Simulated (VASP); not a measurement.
Input:

```
CELL_PARAMETERS angstrom
      1.82372    -3.15877     0.00000
      1.82372     3.15877     0.00000
      0.00000     0.00000     4.83226
ATOMIC_POSITIONS crystal
  Pt 0.00000 0.00000 0.00000
  S  0.33333 0.66667 0.25480
  S  0.66667 0.33333 0.74520
```

Computed with PBE GGA with D4 dispersion, VASP's PBE PAW potentials (set 64) (plane waves; VASP). Numerical set-up: 520 eV cut-off, 7×7×5 Γ-centred mesh, Gaussian smearing of 0.050 eV, potentials Pt S.

Problem. The ions and cell shape at fixed volume are relaxed. Which structure does the run end with?

Solution. 
```
CELL_PARAMETERS angstrom
      1.78972    -3.09988     0.00000
      1.78972     3.09988     0.00000
      0.00000     0.00000     5.01761
ATOMIC_POSITIONS crystal
  Pt 0.00000 0.00000 0.00000
  S  0.33333 0.66667 0.24212
  S  0.66667 0.33333 0.75788
```
Space group P-3m1 (164), at a tolerance of 0.03 Å.

Problem. How much energy does the relaxation gain?

Solution. The energy (σ→0) changes by -19.4 meV/atom, in 6 ionic steps.

| step | E(σ→0) (eV) | max force (eV/Å) | pressure (GPa) | volume (Å³) |
|---|---|---|---|---|
| 1 | -16.6325 | 0.601 | -7.52 | 55.67 |
| 2 | -16.6692 | 0.309 | -5.25 | 55.67 |
| 3 | -16.6865 | 0.057 | -2.38 | 55.67 |
| 4 | -16.6866 | 0.101 | -2.04 | 55.67 |
| 5 | -16.6901 | 0.041 | -1.76 | 55.67 |
| 6 | -16.6906 | 0.006 | -1.60 | 55.67 |

The compound is PtS2 in the 1T layered structure. This cell is one point of a volume scan, at 1.06 of the reference volume. Symmetry was kept, so distortions that lower it aren't found.
